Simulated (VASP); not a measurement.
# RhN (Pm-3m) in VASP: notebook

One crystal, RhN, is run at these levels: PBE; tasks: relaxation of cell and atoms.

Everything below comes from runs of VASP 6.6.1. Logs are shortened: lines on timing, memory, paths and dates and some standing lists are left out, and cuts for length are marked.

**1. The crystal as given**

The structure is cubic, space group Pm-3m (No. 221). Conventional cell: a = 2.666 Å, b = 2.666 Å, c = 2.666 Å, α = 90.00°, β = 90.00°, γ = 90.00°. Around Rh (site symmetry m-3m) lie 8 N at 2.31 Å. N (site symmetry m-3m) is surrounded by 8 Rh at 2.31 Å.

The cell comes from a database or a generator and needn't be the stable form of this composition.

**2. Relaxation of cell and atoms, PBE, target pressure 2 GPa, at which the enthalpy is minimised**

INCAR reads:

```
PREC = Accurate
ENCUT = 600
EDIFF = 1E-6
ISMEAR = -1
SIGMA = 0.05
LREAL = F
LASPH = T
NELM = 60
ALGO = Normal
ISIF = 3
LWAVE = F
LCHARG = F
GGA = PE
IBRION = 2
NSW = 40
EDIFFG = -0.02
PSTRESS = 20
```

KPOINTS reads:

```
Automatic mesh
0
Gamma
  10 10 10
```

POSCAR reads:

```
RhN
1.0
    2.6663967600      0.0000000000      0.0000000000
    0.0000000000      2.6663967600      0.0000000000
    0.0000000000      0.0000000000      2.6663967600
Rh N
1 1
Direct
    0.0000000000      0.0000000000      0.0000000000
    0.5000000000      0.5000000000      0.5000000000
```

Potentials or basis: VASP PAW PBE potentials, release 64 (Rh_pv, N).

Run with:

```bash
$ cat potpaw_PBE.64/Rh_pv/POTCAR potpaw_PBE.64/N/POTCAR > POTCAR
$ mpirun -np 1 vasp_std > vasp.out
```

OUTCAR:

```text
PREC = Accurate
   ENCUT = 600
   EDIFF = 1E-6
   ISMEAR = -1
   LREAL = F
   LASPH = T
   NELM = 60
   ISIF = 3
   GGA = PE
   IBRION = 2
   NSW = 40
   EDIFFG = -0.02
   PSTRESS = 20

 ion  position               nearest neighbor table
   1  0.000  0.000  0.000-   2 2.31   2 2.31   2 2.31   2 2.31   2 2.31   2 2.31   2 2.31   2 2.31

   2  0.500  0.500  0.500-   1 2.31   1 2.31   1 2.31   1 2.31   1 2.31   1 2.31   1 2.31   1 2.31

  LATTYP: Found a simple cubic cell.
 ALAT       =     2.6663967600

  Lattice vectors:

 A1 = (   2.6663967600,   0.0000000000,   0.0000000000)
 A2 = (   0.0000000000,   2.6663967600,   0.0000000000)
 A3 = (   0.0000000000,   0.0000000000,   2.6663967600)

Analysis of symmetry for initial positions (statically):
=====================================================================
 Subroutine PRICEL returns:
 Original cell was already a primitive cell.

 Routine SETGRP: Setting up the symmetry group for a
 simple cubic supercell.

 Subroutine GETGRP returns: Found 48 space group operations
 (whereof 48 operations were pure point group operations)
 out of a pool of 48 trial point group operations.

The static configuration has the point symmetry O_h .

Analysis of symmetry for dynamics (positions and initial velocities):
=====================================================================
 Subroutine PRICEL returns:
 Original cell was already a primitive cell.

 Routine SETGRP: Setting up the symmetry group for a
 simple cubic supercell.

 Subroutine GETGRP returns: Found 48 space group operations
 (whereof 48 operations were pure point group operations)
 out of a pool of 48 trial point group operations.

The dynamic configuration has the point symmetry O_h .

 Subroutine INISYM returns: Found 48 space group operations
 (whereof 48 operations are pure point group operations),
 and found     1 'primitive' translations

----------------------------------------------------------------------------------------

                                     Primitive cell

  volume of cell :      18.9572

  direct lattice vectors                    reciprocal lattice vectors
     2.666396760  0.000000000  0.000000000     0.375037959  0.000000000  0.000000000
     0.000000000  2.666396760  0.000000000     0.000000000  0.375037959  0.000000000
     0.000000000  0.000000000  2.666396760     0.000000000  0.000000000  0.375037959

  length of vectors
     2.666396760  2.666396760  2.666396760     0.375037959  0.375037959  0.375037959

  position of ions in fractional coordinates (direct lattice)
     0.000000000  0.000000000  0.000000000
     0.500000000  0.500000000  0.500000000

  ion indices of the primitive-cell ions
   primitive index   ion index
                 1           1
                 2           2

----------------------------------------------------------------------------------------

 KPOINTS: Automatic mesh

Automatic generation of k-mesh.
 Grid dimensions read from file:
 generate k-points for:   10   10   10

 Generating k-lattice:

  Cartesian coordinates                     Fractional coordinates (reciprocal lattice)
     0.037503796  0.000000000  0.000000000     0.100000000  0.000000000  0.000000000
     0.000000000  0.037503796  0.000000000     0.000000000  0.100000000  0.000000000
     0.000000000  0.000000000  0.037503796     0.000000000  0.000000000  0.100000000

  Length of vectors
     0.037503796  0.037503796  0.037503796

  Shift w.r.t. Gamma in fractional coordinates (k-lattice)
     0.000000000  0.000000000  0.000000000

 Subroutine IBZKPT returns following result:
 ===========================================

 Found     56 irreducible k-points:

 Following reciprocal coordinates:
            Coordinates               Weight
  0.000000  0.000000  0.000000      1.000000
  0.100000  0.000000  0.000000      6.000000
  0.200000  0.000000  0.000000      6.000000
  0.300000  0.000000  0.000000      6.000000
  0.400000  0.000000  0.000000      6.000000
  0.500000  0.000000  0.000000      3.000000
[... 16 lines left out ...]
[... 39 lines left out ...]
  Thomas-Fermi vector in A             =   2.752753
   LORBIT       =      0    0 simple, 1 ext, 2 COOP (PROOUT), +10 PAW based schemes
   GGA     = PE    functional components
   LHFCALC =     F    Hartree Fock is set to
   AEXX    =    0.0000 exact exchange contribution
   IVDW    =     0    specifies the selected vdW correction
   LEPSILON=     F    determine dielectric tensor
   LRPA    =     F    only Hartree local field effects (RPA)
 conjugate gradient relaxation of ions
 non-spin polarized calculation
  energy-cutoff  :      600.00
  volume of cell :       18.96
 maximum number of plane-waves:       655
 NGX is ok and might be reduce to    24
   NGX = 11   NGY = 11   NGZ = 11

--------------------------------------- Ionic step        1  -------------------------------------------

 number of electron      19.9999999 magnetization

 Free energy of the ion-electron system (eV)
  ---------------------------------------------------
  ext. energy  EPLUGINS =         0.00000000
  ---------------------------------------------------
  free energy    TOTEN  =       -12.97798642 eV

  energy without entropy =      -12.96705902  energy(sigma->0) =      -12.97252272

------------------------ aborting loop because EDIFF is reached ----------------------------------------

  FORCE on cell =-STRESS in cart. coord.  units (eV):
  Direction    XX          YY          ZZ          XY          YZ          ZX
  --------------------------------------------------------------------------------------
  -------------------------------------------------------------------------------------
  Total        1.6732866      1.6732866      1.6732866      0.0000000      0.0000000     -0.0000000
  in kB      141.4186169    141.4186169    141.4186169      0.0000000      0.0000000     -0.0000000
  external PRESSURE =     121.4186169 kB  Pullay stress =      20.0000000 kB
[... 23 lines left out ...]
  enthalpy is  TOTEN    =       -12.7413433793 eV   P V=        0.2366430380

--------------------------------------- Ionic step        2  -------------------------------------------

 number of electron      20.0000010 magnetization

 E-fermi :   9.9909     XC(G=0): -13.5498

 val. band max:        9.9765501608   @ k =   0.3000   0.3000   0.1000
 cond. band min:      10.0812125776   @ k =   0.1000   0.1000   0.1000
 fundamental gap:      0.1046624168
 Fermi energy:         9.9909280222

 k-point     1 :       0.0000    0.0000    0.0000
  band No.  band energies     occupation
      1     -36.7346      2.00000
      2     -36.7346      2.00000
      3     -36.7346      2.00000
      4      -6.3535      2.00000
      5       5.1933      2.00000
      6       5.1933      2.00000
      7       8.5985      2.00000
      8       8.5985      2.00000
      9       8.5985      2.00000
     10       9.2249      2.00000
     11       9.2249      2.00000
     12       9.2249      2.00000
     13      13.2310      0.00000
     14      26.6773      0.00000
[... 426 lines left out ...]
  enthalpy is  TOTEN    =       -12.7074139823 eV   P V=        0.2621071319

--------------------------------------- Ionic step        3  -------------------------------------------

 number of electron      19.9999994 magnetization

 Free energy of the ion-electron system (eV)
  ---------------------------------------------------
  ext. energy  EPLUGINS =         0.00000000
  ---------------------------------------------------
  free energy    TOTEN  =       -13.01600429 eV

  energy without entropy =      -13.00394963  energy(sigma->0) =      -13.00997696

 E-fermi :  11.0718     XC(G=0): -13.9284

 val. band max:       11.0333046377   @ k =   0.3000   0.3000   0.1000
 cond. band min:      11.1926977228   @ k =   0.5000   0.4000   0.4000
 fundamental gap:      0.1593930850
 Fermi energy:        11.0717869703

 k-point     1 :       0.0000    0.0000    0.0000
  band No.  band energies     occupation
      1     -35.8186      2.00000
      2     -35.8186      2.00000
      3     -35.8186      2.00000
      4      -5.8689      2.00000
      5       5.7855      2.00000
      6       5.7855      2.00000
      7       9.4979      2.00000
      8       9.4979      2.00000
      9       9.4979      2.00000
     10      10.2364      2.00000
     11      10.2364      2.00000
     12      10.2364      2.00000
     13      14.8557      0.00000
     14      28.1547      0.00000
[... 420 lines left out ...]
  FREE ENERGIE OF THE ION-ELECTRON SYSTEM (eV)
  ---------------------------------------------------
  free  energy   TOTEN  =       -13.0160042855 eV

  energy  without entropy=      -13.0039496284  energy(sigma->0) =      -13.00997696

  enthalpy is  TOTEN    =       -12.7695426817 eV   P V=        0.2464616039

 reached required accuracy - stopping structural energy minimisation
```

Run time: 29 s. Hardware: 1 thread of Intel Xeon 6975P-C (Granite Rapids), shared host; peak memory 0.16 GiB.

Results:

- Free energy: -13.0160 eV
- Relaxed volume: 9.87 Å³/atom
- Relaxed cell: a = 2.703 Å, b = 2.703 Å, c = 2.703 Å, α = 90.00°, β = 90.00°, γ = 90.00°
- Space group after relaxing (to 0.05 Å): Pm-3m (No. 221)
- Energy change on relaxing (the enthalpy is what falls): -19.0 meV/atom
- Ionic steps: 3
- Pressure after relaxing: 1.8 GPa
- Band gap on the k mesh: none (metal or under the smearing width)

Step by step:
| step | energy change (eV) | largest force (eV/Å) | pressure (GPa) | volume (Å³) |
| --- | --- | --- | --- | --- |
| 1 | 0.0000 | 0.0000 | 14.14 | 18.96 |
| 2 | 0.0085 | 0.0000 | -12.80 | 21.00 |
| 3 | -0.0380 | 0.0000 | 1.83 | 19.74 |

Final structure:
```
CELL_PARAMETERS angstrom
2.70278 0.00000 0.00000
0.00000 2.70278 0.00000
0.00000 0.00000 2.70278
ATOMIC_POSITIONS crystal
Rh 0.00000 0.00000 0.00000
N 0.50000 0.50000 0.50000
```

Caveat: the cell is relaxed towards a set pressure, so the enthalpy falls and the energy may rise.

**3. Relaxation of cell and atoms, PBE, target pressure 5 GPa, at which the enthalpy is minimised**

Changes to INCAR since step 2:

```diff
@@ -16,2 +16,2 @@
 EDIFFG = -0.02
-PSTRESS = 20
+PSTRESS = 50
```

KPOINTS is that of step 2.

POSCAR is that of step 2.

Potentials or basis: VASP PAW PBE potentials, release 64 (Rh_pv, N).

Run with:

```bash
$ cat potpaw_PBE.64/Rh_pv/POTCAR potpaw_PBE.64/N/POTCAR > POTCAR
$ mpirun -np 1 vasp_std > vasp.out
```

It took 22 s on 1 thread of Intel Xeon 6975P-C (Granite Rapids), shared host; peak memory 0.16 GiB.

Results (log left out):

```yaml
Free_energy: -13.0117 eV
Relaxed_volume: 9.77 Å³/atom
Relaxed_cell: a = 2.693 Å, b = 2.693 Å, c = 2.693 Å, α = 90.00°, β = 90.00°, γ = 90.00°
Space_group_after_relaxing_to_0.05_Å: Pm-3m (No. 221)
Energy_change_on_relaxing_the_enthalpy_is_what_falls: -16.8 meV/atom
Ionic_steps: 3
Pressure_after_relaxing: 4.9 GPa
Band_gap_on_the_k_mesh: none (metal or under the smearing width)
```

The path:
```
step  energy change (eV)  largest force (eV/Å)  pressure (GPa)  volume (Å³)
   1              0.0000                0.0000           14.14        18.96
   2             -0.0244                0.0000           -7.57        20.48
   3             -0.0337                0.0000            4.85        19.53
```

Final structure:
```yaml
crystal:
  lattice:
    - [2.69317, 0.00000, 0.00000]
    - [0.00000, 2.69317, 0.00000]
    - [0.00000, 0.00000, 2.69317]
  atoms:
    - { symbol: Rh, position: [0.00000, 0.00000, 0.00000] }
    - { symbol: N, position: [0.50000, 0.50000, 0.50000] }
```

Levels at points of the mesh, in eV from the Fermi level:
| k point | band 8 | band 9 | band 10 | band 11 | band 12 | band 13 |
| --- | --- | --- | --- | --- | --- | --- |
| (0.00, 0.00, 0.00) | -1.61 | -1.61 | -0.85 | -0.85 | -0.85 | 3.88 |
| (0.50, 0.00, 0.00) | -4.52 | -0.64 | 0.31 | 2.43 | 2.43 | 8.63 |
| (0.50, 0.50, 0.00) | -2.26 | -2.26 | -1.46 | -0.68 | 0.50 | 8.53 |
| (0.50, 0.50, 0.50) | 0.61 | 0.61 | 2.92 | 2.92 | 2.92 | 7.72 |

Caveat: the cell is relaxed towards a set pressure, so the enthalpy falls and the energy may rise.

**4. Relaxation of cell and atoms, PBE, target pressure 10 GPa, at which the enthalpy is minimised**

Changes to INCAR since step 3:

```diff
@@ -16,2 +16,2 @@
 EDIFFG = -0.02
-PSTRESS = 50
+PSTRESS = 100
```

KPOINTS is that of step 3.

POSCAR is that of step 3.

Run with:

```bash
$ cat potpaw_PBE.64/Rh_pv/POTCAR potpaw_PBE.64/N/POTCAR > POTCAR
$ mpirun -np 1 vasp_std > vasp.out
```

Run time: 24 s. Hardware: 1 thread of Intel Xeon 6975P-C (Granite Rapids), shared host; peak memory 0.16 GiB.

The run converged. Its results:

| Quantity | Value |
| --- | --- |
| Free energy | -12.9965 eV |
| Relaxed volume | 9.60 Å³/atom |
| Relaxed cell | a = 2.678 Å, b = 2.678 Å, c = 2.678 Å, α = 90.00°, β = 90.00°, γ = 90.00° |
| Space group after relaxing (to 0.05 Å) | Pm-3m (No. 221) |
| Energy change on relaxing (the enthalpy is what falls) | -9.3 meV/atom |
| Ionic steps | 3 |
| Pressure after relaxing | 9.8 GPa |
| Band gap on the k mesh | none (metal or under the smearing width) |

Step by step:
```
step  energy change (eV)  largest force (eV/Å)  pressure (GPa)  volume (Å³)
   1              0.0000                0.0000           14.14        18.96
   2             -0.0363                0.0000            3.29        19.64
   3             -0.0186                0.0000            9.80        19.20
```

Final structure:
```xyz
2
Lattice="2.6779 0.0000 0.0000 0.0000 2.6779 0.0000 0.0000 0.0000 2.6779" Properties=species:S:1:pos:R:3 pbc="T T T"
Rh    0.0000    0.0000    0.0000
N     1.3390    1.3390    1.3390
```

Levels at points of the mesh, in eV from the Fermi level:
| k point | band 6 | band 7 | band 8 | band 9 | band 10 | band 11 | band 12 | band 13 | band 14 |
| --- | --- | --- | --- | --- | --- | --- | --- | --- | --- |
| (0.00, 0.00, 0.00) | -5.53 | -1.67 | -1.67 | -1.67 | -0.87 | -0.87 | -0.87 | 4.04 | 17.26 |
| (0.50, 0.00, 0.00) | -4.88 | -4.64 | -4.64 | -0.66 | 0.32 | 2.48 | 2.48 | 8.77 | 11.06 |
| (0.50, 0.50, 0.00) | -5.42 | -4.46 | -2.33 | -2.33 | -1.46 | -0.73 | 0.52 | 8.67 | 13.15 |
| (0.50, 0.50, 0.50) | -8.27 | -8.27 | 0.63 | 0.63 | 2.98 | 2.98 | 2.98 | 7.77 | 7.77 |

Caveat: the cell is relaxed towards a set pressure, so the enthalpy falls and the energy may rise.

**5. Relaxation of cell and atoms, PBE, target pressure 20 GPa, at which the enthalpy is minimised**

Changes to INCAR since step 4:

```diff
@@ -16,2 +16,2 @@
 EDIFFG = -0.02
-PSTRESS = 100
+PSTRESS = 200
```

KPOINTS is that of step 4.

POSCAR is that of step 4.

Run with:

```bash
$ cat potpaw_PBE.64/Rh_pv/POTCAR potpaw_PBE.64/N/POTCAR > POTCAR
$ mpirun -np 1 vasp_std > vasp.out
```

Run time: 27 s. Hardware: 1 thread of Intel Xeon 6975P-C (Granite Rapids), shared host; peak memory 0.16 GiB.

The run converged. Its results:

- Free energy: -12.9446 eV
- Relaxed volume: 9.32 Å³/atom
- Relaxed cell: a = 2.652 Å, b = 2.652 Å, c = 2.652 Å, α = 90.00°, β = 90.00°, γ = 90.00°
- Space group after relaxing (to 0.05 Å): Pm-3m (No. 221)
- Energy change on relaxing (the enthalpy is what falls): +16.7 meV/atom
- Ionic steps: 3
- Pressure after relaxing: 19.9 GPa
- Band gap on the k mesh: none (metal or under the smearing width)

Step by step:
| step | energy change (eV) | largest force (eV/Å) | pressure (GPa) | volume (Å³) |
| --- | --- | --- | --- | --- |
| 1 | 0.0000 | 0.0000 | 14.14 | 18.96 |
| 2 | 0.1352 | 0.0000 | 33.11 | 18.02 |
| 3 | 0.0334 | 0.0000 | 19.93 | 18.64 |

Final structure:
```
CELL_PARAMETERS angstrom
2.65156 0.00000 0.00000
0.00000 2.65156 0.00000
0.00000 0.00000 2.65156
ATOMIC_POSITIONS crystal
Rh 0.00000 0.00000 0.00000
N 0.50000 0.50000 0.50000
```

Levels at points of the mesh, in eV from the Fermi level:
| k point | band 8 | band 9 | band 10 | band 11 | band 12 | band 13 |
| --- | --- | --- | --- | --- | --- | --- |
| (0.00, 0.00, 0.00) | -1.78 | -1.78 | -0.92 | -0.92 | -0.92 | 4.33 |
| (0.50, 0.00, 0.00) | -4.85 | -0.69 | 0.32 | 2.55 | 2.55 | 9.01 |
| (0.50, 0.50, 0.00) | -2.45 | -2.45 | -1.45 | -0.82 | 0.55 | 8.91 |
| (0.50, 0.50, 0.50) | 0.66 | 0.66 | 3.09 | 3.09 | 3.09 | 7.86 |

Caveat: the cell is relaxed towards a set pressure, so the enthalpy falls and the energy may rise.

**6. Relaxation of cell and atoms, PBE, target pressure 30 GPa, at which the enthalpy is minimised**

Changes to INCAR since step 5:

```diff
@@ -16,2 +16,2 @@
 EDIFFG = -0.02
-PSTRESS = 200
+PSTRESS = 300
```

KPOINTS is that of step 5.

POSCAR is that of step 5.

Potentials or basis: VASP PAW PBE potentials, release 64 (Rh_pv, N).

Run with:

```bash
$ cat potpaw_PBE.64/Rh_pv/POTCAR potpaw_PBE.64/N/POTCAR > POTCAR
$ mpirun -np 1 vasp_std > vasp.out
```

It took 29 s on 1 thread of Intel Xeon 6975P-C (Granite Rapids), shared host; peak memory 0.16 GiB.

It converged, with:

| Property | Result |
| --- | --- |
| Free energy | -12.8698 eV |
| Relaxed volume | 9.08 Å³/atom |
| Relaxed cell | a = 2.628 Å, b = 2.628 Å, c = 2.628 Å, α = 90.00°, β = 90.00°, γ = 90.00° |
| Space group after relaxing (to 0.05 Å) | Pm-3m (No. 221) |
| Energy change on relaxing (the enthalpy is what falls) | +54.1 meV/atom |
| Ionic steps | 4 |
| Pressure after relaxing | 29.9 GPa |
| Band gap on the k mesh | none (metal or under the smearing width) |

Step by step:
```csv
step,energy change (eV),largest force (eV/Å),pressure (GPa),volume (Å³)
1,0.0000,0.0000,14.14,18.96
2,0.6461,0.0000,77.68,16.50
3,0.1036,0.0000,29.38,18.18
4,0.1082,0.0000,29.94,18.16
```

Final structure:
```cif
data_structure
_symmetry_space_group_name_H-M 'P 1'
_symmetry_Int_Tables_number 1
_cell_length_a 2.6285
_cell_length_b 2.6285
_cell_length_c 2.6285
_cell_angle_alpha 90.000
_cell_angle_beta 90.000
_cell_angle_gamma 90.000
_cell_volume 18.16
loop_
_atom_site_label
_atom_site_type_symbol
_atom_site_fract_x
_atom_site_fract_y
_atom_site_fract_z
_atom_site_occupancy
Rh1 Rh 0.00000 0.00000 0.00000 1
N1 N 0.50000 0.50000 0.50000 1
```

Levels at points of the mesh, in eV from the Fermi level:
```csv
k point,band 7,band 8,band 9,band 10,band 11,band 12,band 13,band 14
"(0.00, 0.00, 0.00)",-1.88,-1.88,-1.88,-0.96,-0.96,-0.96,4.59,17.60
"(0.50, 0.00, 0.00)",-5.06,-5.06,-0.72,0.32,2.61,2.61,9.23,11.72
"(0.50, 0.50, 0.00)",-4.86,-2.57,-2.57,-1.44,-0.90,0.57,9.13,13.66
"(0.50, 0.50, 0.50)",-8.96,0.69,0.69,3.18,3.18,3.18,7.94,7.94
```

Caveat: the cell is relaxed towards a set pressure, so the enthalpy falls and the energy may rise.

**7. Overview**

```tsv
cell	target pressure	gap on the mesh (eV)	pressure (GPa)
relaxed to 2 GPa	2 GPa	none	1.8
relaxed to 5 GPa	5 GPa	none	4.9
relaxed to 10 GPa	10 GPa	none	9.8
relaxed to 20 GPa	20 GPa	none	19.9
relaxed to 30 GPa	30 GPa	none	29.9
```

Alike in all rows: task relaxation of cell and atoms; level PBE; potentials or basis VASP PAW PBE potentials, release 64 (Rh_pv, N); no spin polarisation; k mesh 10 × 10 × 10; cutoff (eV) 600; smearing fermi-dirac 0.05 eV.

Caveats: the cell is relaxed towards a set pressure, so the enthalpy falls and the energy may rise.

Total energies depend on the potentials used, so only differences within one code and one set of settings carry meaning.
